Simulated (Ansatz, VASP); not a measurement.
**GeH4 (germane): VASP beside Ansatz**

Aim: how closely do two programs agree when they are given the same cell, functional and k mesh? The cell is taken from a series of runs on this material, whose earlier steps may have relaxed, scaled, displaced or heated it; both programs get it as it stands.

Program: Ansatz 0.2.0. Level of theory: plane waves, with VASP 6.6.1 beside it; single point at PBE with D3(BJ) and single point at r2SCAN with D4. Results are calculated unless marked as measured.

## (1) Set-up

The cell holds 5 atoms: 1 Ge and 4 H. Cell: a = 13.000 Å, b = 13.300 Å, c = 13.600 Å, α = 90.0°, β = 90.0°, γ = 90.0°. As first built, before any earlier steps moved the atoms (in the runner's words): one molecule of germane in a box of 13 x 13.3 x 13.6 A, bonds from typed starting values. Vacuum lies along a, b and c.

## (2) Ansatz: single point, PBE with D3(BJ), pair 1

Ansatz runs on its default PAW (the set named soft_2) files.

With cell and atoms fixed, the geometry can't cause a difference; cores, projectors, grids and the points listed under the comparison can.

The input, input.yaml:

```yaml
crystal:
  lattice:
    - [13.0, 0.0, 0.0]
    - [0.0, 13.3, 0.0]
    - [0.0, 0.0, 13.6]
  atoms:
    - { symbol: Ge, position: [0.47276, 0.5002, 0.5365] }
    - { symbol: H, position: [0.47235, 0.49914, 0.42366] }
    - { symbol: H, position: [0.58425, 0.49982, 0.57369] }
    - { symbol: H, position: [0.41789, 0.59507, 0.57345] }
    - { symbol: H, position: [0.41669, 0.40664, 0.5751] }
kpoints:
  mp_grid: { grid: [1, 1, 1] }
hamiltonian:
  xc: pbe
  dispersion: d3bj
scf:
  occupations: { method: fermi_dirac, width: 0.01 }
output:
  forces: true
```

Command:

```bash
ansatz run input.yaml --threads 6 --pin off --max-ram 102400MiB --backend cuda --events-out ev --progress --plain --runs-dir out
```

Numbers of over 12 decimals in the logs are rounded to 6 here.

What it wrote:

```text
Engine: ansatz 0.2.0, x86_64-unknown-linux-gnu
Pseudopotentials: kind: paw
Pseudopotential: Ge, paw, valence charge 14, recommended cutoff 420 eV (normal), Ge.paw.azcp
Pseudopotential: H, paw, valence charge 1, recommended cutoff 420 eV (normal), H.paw.azcp
Functional definition: PBE
  parameter kappa = 0.804
  parameter beta = 0.066725
  exchange = pbe_x(kappa = kappa, mu = beta*pi^2/3)
  correlation = pbe_c(beta = beta)
device memory: the entry about to start is reckoned to put 2.3 GiB on a device that reports 50.9 GiB free
GPU FFT provider: cuFFT
GPU libraries: cuBLAS 13.8.2, cuFFT 12.4.0, cuSOLVER 12.3.4
Crystal: 5 atoms, lattice volume = 2351.440 Å³
Basis set: ecut = 420 eV, 45987 PW (Γ), exchange–correlation on 180×180×192 points (8 copies of the dense FFT grid, shifted against one another)
Bands: 14, of which v1, the nominal top of the filled ones, is band 9 counted from 1 (8 counted from 0)
Symmetry: 1 space group operations
Space group: P1 (ITA 1), of the structure as read, at distance tolerance 1.3e-4 Å
k-points: 1
Non-local potential: Ge, projectors of the file, l = 0: 2, l = 1: 2, l = 2: 3, l = 3: 1
Non-local potential: H, projectors of the file, l = 0: 2, l = 1: 1
PAW form: soft (Blöchl's): semilocal exchange-correlation on the pseudo side does not see the compensation charge
PAW one-centre angular grid: Ge, 590 points (default); XC on 64 Gauss nodes
PAW one-centre angular grid: H, 110 points (default); XC on 64 Gauss nodes
Initial density: superposition of atomic densities (neutral atoms: chi_scale 0, normalization atom), corrected by the library's trained network
Initial wavefunctions: pseudopotential atomic-orbital guess
GPU buffer pool allocated for 777600 grid points (all kernels)
GPU transforms: local potential and band sums: pruned to the plane-wave sphere, on 90×90×90
Functional: x = pbe(κ = 0.804, μ = 0.219515), c = pbe(β = 0.066725)
SCF iter   1: F=—  HF=-4357.959889 eV  |F-HF|=—  |Δ(HF+E_count)|=         —  Δρ=3.85e-4  dr2=3.75e-3  ethr=1.77e-3  ⟨swp⟩=13.0  Hψ=135  notcnv=0
preconditioner: auto → Resta (q_TF=auto, 1.211 Å⁻¹)  ε∞=1.1  [insulator: Δε(μ)=7.429 eV  Ē_g=9.642 eV  σ=0.010 eV  W_gap=1.00  n_scr=80 (ndim 8)  ℏωp=2.2 eV  f_vac=0.933  D(μ)=0.00/eV (n_scr^D=0)  ε∞_Penn≈1.1  vacuum switching on, ρ_ref=6.7e-3 e/Å³]
SCF iter   2: F=—  HF=-4357.966046 eV  |F-HF|=—  |Δ(HF+E_count)|=   6.16e-3  Δρ=2.32e-4  dr2=1.41e-3  ethr=2.08e-5  ⟨swp⟩=5.0  Hψ=44  notcnv=0  defer=1
SCF iter   3: F=—  HF=-4357.966891 eV  |F-HF|=—  |Δ(HF+E_count)|=   8.46e-4  Δρ=1.24e-4  dr2=3.76e-4  ethr=7.83e-6  ⟨swp⟩=3.0  Hψ=22  notcnv=0
automatic band count: iteration 3 solves 13 bands in place of 14: the levels show a gap, and the empty bands left out lie too high to hold charge; the band table lists the bands solved (type scf.n_extra_bands for more)
SCF iter   4: F=—  HF=-4357.968622 eV  |F-HF|=—  |Δ(HF+E_count)|=   1.73e-3  Δρ=6.43e-5  dr2=7.64e-5  ethr=2.09e-6  ⟨swp⟩=13.0  Hψ=68  notcnv=0
SCF iter   5: F=—  HF=-4357.968646 eV  |F-HF|=—  |Δ(HF+E_count)|=   2.42e-5  Δρ=4.31e-5  dr2=4.56e-5  ethr=4.24e-7  ⟨swp⟩=4.0  Hψ=30  notcnv=0
SCF iter   6: F=—  HF=-4357.968635 eV  |F-HF|=—  |Δ(HF+E_count)|=   1.14e-5  Δρ=1.83e-5  dr2=8.37e-6  ethr=2.53e-7  ⟨swp⟩=2.0  Hψ=17  notcnv=0
SCF iter   7: F=—  HF=-4357.968633 eV  |F-HF|=—  |Δ(HF+E_count)|=   1.87e-6  Δρ=7.01e-6  dr2=1.27e-6  ethr=4.65e-8  ⟨swp⟩=2.0  Hψ=17  notcnv=0
SCF iter   8: F=—  HF=-4357.968633 eV  |F-HF|=—  |Δ(HF+E_count)|=   2.77e-7  Δρ=2.35e-6  dr2=1.45e-7  ethr=7.07e-9  ⟨swp⟩=3.0  Hψ=18  notcnv=0
SCF iter   9: F=-4357.968633 eV  HF=-4357.968633 eV  |F-HF|=3.75e-9  |Δ(HF+E_count)|=   3.69e-8  Δρ=5.39e-7  dr2=7.92e-9  ethr=5.56e-10  ⟨swp⟩=4.0  Hψ=39  notcnv=0
SCF 1 converged in 9 iterations: F = -4357.968633 eV  dr2 = 7.92e-9
  greatest PAW one-centre occupation: 0.998 electrons in one spin orbital (limit 2), on the Ge atom at site 0 (counted from 0), in its partial waves of l = 2
SCF converged after 9 iterations
Free energy (F): -4357.968633 eV
Harris-Foulkes:  -4357.968633 eV  (|F-HF|=3.75e-9)
Internal energy: -4357.968633 eV  (E = F + TS)
E sigma→0 (E₀):  -4357.968633 eV
Fermi energy:    -4.429122 eV
--- Per-component energies (eV) ---
  E_band       = -361.341381
  E_kinetic    = 163.109726
  E_local      = -5234.285375  (includes V_loc(G=0)·N_el)
  E_nonlocal   = 427.104079
  E_hartree    = 2355.371093
  E_xc         = -109.694994
  E_vxc        = -108.484797  (∫ρ·V_xc dr)
  E_paw        = -2024.160443  (= ΣΔE_a)
  E_vpaw       = -319.523771  (= ΣTr[D̂ρ^β])
  E_aug_tail   = -0.004768  (compensation charges beyond the density's cutoff)
  E_ewald      = 64.640275
  E_disp       = -0.048225  (pairwise vdW)
  E_smearing   = -0.000000  (= −TS)
  E_closure    = 0.000000  (closes the sum)
  Σ components = -4357.968633   (vs F -4357.968633, Δ=0.00e0)
--- Forces (eV/Å), atoms counted from 1 ---
  atom   1  Ge     0.01193684    -0.00980606    -0.00313737
  atom   2  H     -0.00064631     0.00067082    -0.00209272
  atom   3  H     -0.00475078     0.00097164    -0.00039677
  atom   4  H     -0.00502564     0.00855232     0.00420098
  atom   5  H     -0.00152805    -0.00039255     0.00143040
  max |Σ_I F_I| component: 1.39e-5 eV/Å
```

Reading the cycles: dr2 is the Hartree energy of the density residual (eV), the measure of convergence; HF is the Harris–Foulkes estimate of the energy, which meets the free energy F at convergence.

## (3) VASP: single point, PBE with D3(BJ), pair 1

The same cell, functional, mesh and smearing now go to VASP, with its own data sets.

Lines of VASP's logs that name or quote its potential files are left out, and so is its time.

The input, INCAR:

```
SYSTEM = GeH4
PREC = Accurate
ENCUT = 410
EDIFF = 1E-06
NELM = 120
ISMEAR = -1
SIGMA = 0.01
LREAL = .FALSE.
ALGO = Normal
GGA = PE
IVDW = 12
NBANDS = 15
LORBIT = 11
LWAVE = .FALSE.
LCHARG = .FALSE.
ISIF = 2
LASPH = .TRUE.
GGA_COMPAT = .FALSE.
EFERMI = MIDGAP
```

The input, POSCAR:

```
GeH4
1.0
   13.0000000000      0.0000000000      0.0000000000
    0.0000000000     13.3000000000      0.0000000000
    0.0000000000      0.0000000000     13.6000000000
Ge H
1 4
Direct
    0.4727600000      0.5002000000      0.5365000000
    0.4723500000      0.4991400000      0.4236600000
    0.5842500000      0.4998200000      0.5736900000
    0.4178900000      0.5950700000      0.5734500000
    0.4166900000      0.4066400000      0.5751000000
```

The input, KPOINTS:

```
Automatic mesh
0
Gamma
1 1 1
0 0 0
```

PAW data sets: Ge_d and H (PBE family, release 64).

Command:

```bash
mpirun -np 2 vasp_gam
```

What it wrote:

```text
[banner, memory and clock lines left out]
running    2 mpi-ranks, on    1 nodes
 distrk:  each k-point on    2 cores,    1 groups
 distr:  one band on    1 cores,    2 groups

 POSCAR found type information on POSCAR GeH
 POSCAR found :  2 types and       5 ions
 LDA part: xc-table for (Slater+PW92), standard interpolation
|                                                                             |
|           W    W    AA    RRRRR   N    N  II  N    N   GGGG   !!!           |
|           W    W   A  A   R    R  NN   N  II  NN   N  G    G  !!!           |
|           W    W  A    A  R    R  N N  N  II  N N  N  G       !!!           |
|           W WW W  AAAAAA  RRRRR   N  N N  II  N  N N  G  GGG   !            |
|           WW  WW  A    A  R   R   N   NN  II  N   NN  G    G                |
|           W    W  A    A  R    R  N    N  II  N    N   GGGG   !!!           |
|                                                                             |
|     The number of bands has been changed from the values supplied in        |
|     The orbitals not found in the WAVECAR file will be initialized with     |
|     random numbers, which is usually adequate. For correlated               |
|     calculations, however, you should redo the groundstate calculation.     |
|     I found NBANDS = 15. Now, NBANDS = 16.                                  |
|                                                                             |

 POSCAR, INCAR and KPOINTS ok, starting setup
 FFT: planning ... GRIDC
 FFT: planning ... GRID_SOFT
 FFT: planning ... GRID
 WAVECAR not read
 entering main loop
       N       E                     dE             d eps       ncg     rms          rms(c)
DAV:   1     0.908416627463E+02    0.90842E+02   -0.61971E+03    40   0.552E+02
DAV:   2     0.407386767397E+01   -0.86768E+02   -0.85895E+02    56   0.142E+02
DAV:   3    -0.173287641364E+02   -0.21403E+02   -0.21357E+02    32   0.608E+01
DAV:   4    -0.186666809110E+02   -0.13379E+01   -0.13374E+01    40   0.209E+01
DAV:   5    -0.186797415599E+02   -0.13061E-01   -0.13060E-01    32   0.329E+00    0.642E+00
DAV:   6    -0.179379500882E+02    0.74179E+00   -0.33070E-01    40   0.340E+00    0.354E+00
DAV:   7    -0.175182924028E+02    0.41966E+00   -0.74186E-01    48   0.368E+00    0.438E-01
DAV:   8    -0.175116030175E+02    0.66894E-02   -0.40117E-02    48   0.256E+00    0.156E-01
DAV:   9    -0.175088780458E+02    0.27250E-02   -0.48821E-03    48   0.862E-01    0.924E-02
DAV:  10    -0.175091845223E+02   -0.30648E-03   -0.16429E-03    32   0.478E-01    0.573E-02
DAV:  11    -0.175074457878E+02    0.17387E-02   -0.15443E-03    32   0.475E-01    0.483E-02
DAV:  12    -0.175099569807E+02   -0.25112E-02   -0.80896E-04    40   0.169E-01    0.402E-02
DAV:  13    -0.175124298788E+02   -0.24729E-02   -0.35337E-04    48   0.808E-02    0.125E-02
DAV:  14    -0.175133349918E+02   -0.90511E-03   -0.79311E-05    48   0.614E-02    0.620E-03
DAV:  15    -0.175145391402E+02   -0.12041E-02   -0.21963E-04    40   0.589E-02    0.367E-03
DAV:  16    -0.175146557673E+02   -0.11663E-03   -0.42046E-06    48   0.141E-02    0.174E-03
DAV:  17    -0.175148270362E+02   -0.17127E-03   -0.92750E-06    32   0.917E-03    0.118E-03
DAV:  18    -0.175148487419E+02   -0.21706E-04   -0.47923E-07    32   0.680E-03    0.901E-04
DAV:  19    -0.175148687414E+02   -0.19999E-04   -0.33496E-07    24   0.387E-03    0.458E-04
DAV:  20    -0.175148746373E+02   -0.58959E-05   -0.77640E-08    32   0.326E-03    0.238E-04
DAV:  21    -0.175148791411E+02   -0.45038E-05   -0.10917E-07    24   0.212E-03    0.198E-04
DAV:  22    -0.175148802140E+02   -0.10729E-05   -0.15523E-08    32   0.825E-04    0.892E-05
DAV:  23    -0.175148811596E+02   -0.94564E-06   -0.58475E-09    24   0.558E-04
   1 F= -.17563105E+02 E0= -.17563105E+02  d E =0.000000E+00
```

OUTCAR, selected parts (step 3):

```text
ion  position               nearest neighbor table
   1  0.473  0.500  0.536-   4 1.53   5 1.53   2 1.53   3 1.54
   2  0.472  0.499  0.424-   1 1.53
   3  0.584  0.500  0.574-   1 1.54
   4  0.418  0.595  0.573-   1 1.53
   5  0.417  0.407  0.575-   1 1.53

  LATTYP: Found a simple orthorhombic cell.
 ALAT       =    13.0000000000
 B/A-ratio  =     1.0230769231
 C/A-ratio  =     1.0461538462

 Subroutine GETGRP returns: Found  1 space group operations
 (whereof  1 operations were pure point group operations)

The static configuration has the point symmetry C_1 .

 Found      1 irreducible k-points:

   k-points           NKPTS =      1   k-points in BZ     NKDIM =      1   number of bands    NBANDS=     16

   dimension x,y,z NGX =    90 NGY =   90 NGZ =   90
   dimension x,y,z NGXF=   180 NGYF=  180 NGZF=  180

   ENCUT  =  410.0 eV  30.13 Ry    5.49 a.u.  21.46 21.96 22.45*2*pi/ulx,y,z

   NELECT =      18.0000    total number of electrons

 k-points in reciprocal lattice and weights: Automatic mesh
   0.00000000  0.00000000  0.00000000       1.000

 average (electrostatic) potential at core
       1 -83.0993       2 -41.0518       3 -41.0503       4 -41.0572       5 -41.0528

 E-fermi :  -4.4687

 k-point     1 :       0.0000    0.0000    0.0000
  band No.  band energies     occupation
    ...
      5     -28.4208      2.00000
      6     -14.0484      2.00000
      7      -8.2168      2.00000
      8      -8.2130      2.00000
      9      -8.2118      2.00000
     10      -0.7255      0.00000
     11       0.2112      0.00000
     12       0.2302      0.00000
     13       0.2671      0.00000
     14       0.3289      0.00000
    ...

 Edisp (eV)   -0.04822

  Total      -0.29678    -0.28357    -0.28598    -0.00432     0.00345    -0.00485
  in kB      -0.20222    -0.19321    -0.19486    -0.00295     0.00235    -0.00330
  external pressure =       -0.20 kB  Pullay stress =        0.00 kB

  energy-cutoff  :      410.00
  volume of cell :     2351.44
      direct lattice vectors                 reciprocal lattice vectors
    13.000000000  0.000000000  0.000000000     0.076923077  0.000000000  0.000000000
     0.000000000 13.300000000  0.000000000     0.000000000  0.075187970  0.000000000
     0.000000000  0.000000000 13.600000000     0.000000000  0.000000000  0.073529412

 POSITION                                       TOTAL-FORCE (eV/Angst)
 -----------------------------------------------------------------------------------
      6.14588      6.65266      7.29640         0.012984     -0.010436     -0.002809
      6.14055      6.63856      5.76178        -0.000912      0.001144      0.024078
      7.59525      6.64761      7.80218        -0.029784      0.001263     -0.009100
      5.43257      7.91443      7.79892         0.006940     -0.013141     -0.004430
      5.41697      5.40831      7.82136         0.010772      0.021170     -0.007739
 -----------------------------------------------------------------------------------
    total drift:                                0.001237     -0.000906      0.000979

  FREE ENERGIE OF THE ION-ELECTRON SYSTEM (eV)
  ---------------------------------------------------
  free  energy   TOTEN  =       -17.5631052712 eV

  energy  without entropy=      -17.5631052712  energy(sigma->0) =      -17.56310527

 total charge
# of ion       s       p       d       tot
------------------------------------------
    1        1.066   1.512  10.081  12.658
    2        0.549   0.012   0.000   0.561
    3        0.549   0.012   0.000   0.561
    4        0.549   0.012   0.000   0.562
    5        0.549   0.012   0.000   0.561
--------------------------------------------------
tot          3.263   1.560  10.081  14.904
```

## (4) Side by side

Known differences besides the potentials themselves: the cutoff is 420 eV in Ansatz and 410 eV in VASP. Total energies have different zeros and are not compared.

Both answers:

| quantity | Ansatz | VASP | difference |
| --- | --- | --- | --- |
| gap on the k mesh (eV) | 7.482 | 7.486 | -0.004 |

At this near-relaxed geometry the largest component of a force difference is 26 meV/Å.

## (5) VASP: single point, PBE with D3(BJ), pair 2

A single point gives forces, pressure and levels at one fixed geometry, so differences don't come from the geometry; what else differs is listed under the comparison.

INCAR is that of step 3.

POSCAR is that of step 3.

KPOINTS is that of step 3.

Command:

```bash
mpirun -np 2 vasp_gam
```

What it wrote:

```text
[banner, memory and clock lines left out]
running    2 mpi-ranks, on    1 nodes
[...]
LDA part: xc-table for (Slater+PW92), standard interpolation
 [... a notice as in an earlier step ...]

 POSCAR, INCAR and KPOINTS ok, starting setup
[...]
entering main loop
       N       E                     dE             d eps       ncg     rms          rms(c)
[... 23 cycles as in an earlier step ...]
   1 F= -.17563105E+02 E0= -.17563105E+02  d E =0.000000E+00
```

Parts of OUTCAR (step 5):

```text
 Edisp (eV)   -0.04822

[... 6 parts as in an earlier step ...]

[... 1 further part left out ...]
[key lines of the parts left out:]
E-fermi :  -4.4687
```

## (6) Ansatz: single point, PBE with D3(BJ), pair 2

The same cell, functional, mesh and smearing now go to Ansatz, which takes its cutoff from its data sets.

The cell is taken from a series of runs on this material, whose earlier steps may have relaxed, scaled, displaced or heated it; both programs get it as it stands.

Changes to input.yaml since step 2:

```diff
@@ -20 +20,7 @@
   forces: true
+  populations: true
+  dos:
+    method: { smearing: { sigma: 0.08 } }
+    de: 0.1
+    projected: { site_lists: { Ge: [Ge], H: [H] } }
+  eigenvalues: true
```

Command:

```bash
ansatz run input.yaml --threads 6 --pin off --max-ram 102400MiB --backend cuda --events-out ev --progress --plain --runs-dir out
```

What it wrote:

```text
[...]
GPU FFT provider: cuFFT
GPU libraries: cuBLAS 13.8.2, cuFFT 12.4.0, cuSOLVER 12.3.4
Crystal: 5 atoms, lattice volume = 2351.440 Å³
Basis set: ecut = 420 eV, 45987 PW (Γ), exchange–correlation on 180×180×192 points (8 copies of the dense FFT grid, shifted against one another)
Bands: 14, of which v1, the nominal top of the filled ones, is band 9 counted from 1 (8 counted from 0)
Symmetry: 1 space group operations
[...]
atom   4  H     -0.00502597     0.00855251     0.00420067
  atom   5  H     -0.00152844    -0.00039272     0.00143020
  max |Σ_I F_I| component: 1.46e-5 eV/Å
--- Band table (eV) ---
  k-point 0: bands = [... 5 lower, -14.0109, -8.1798, -8.1760, -8.1748, -0.6926, 0.2437, 0.2628, 0.2984, ... 1 higher]
--- Löwdin populations: 5 sites ---
  site symbol       q [e]
     0     Ge     13.6364
     1      H      1.0437
     2      H      1.0437
     3      H      1.0435
     4      H      1.0436
  spilling = 0.010509 (of n_electrons = 18.000000)
[key lines of the parts left out:]
SCF converged after 9 iterations
Free energy (F): -4357.968633 eV
Fermi energy:    -4.429125 eV
```

## (7) Differences

The two programs side by side:

| quantity | Ansatz | VASP | difference |
| --- | --- | --- | --- |
| gap on the k mesh (eV) | 7.482 | 7.486 | -0.004 |

At this near-relaxed geometry the largest component of a force difference is 26 meV/Å.

[end of part 1 of 2]

[Lines on the potential files, build, host, timing and source positions are cut from VASP's logs without a mark.]

[Logs are printed without paths, hosts, clocks, repeated set-up lines and the standing remarks that a program may print on its own settings, such as how far it seeks lower states.]

[Hosts, paths, dates, database ids (printed as entryN), source tags and the programs' standing remarks are cut or masked in the printed files.]
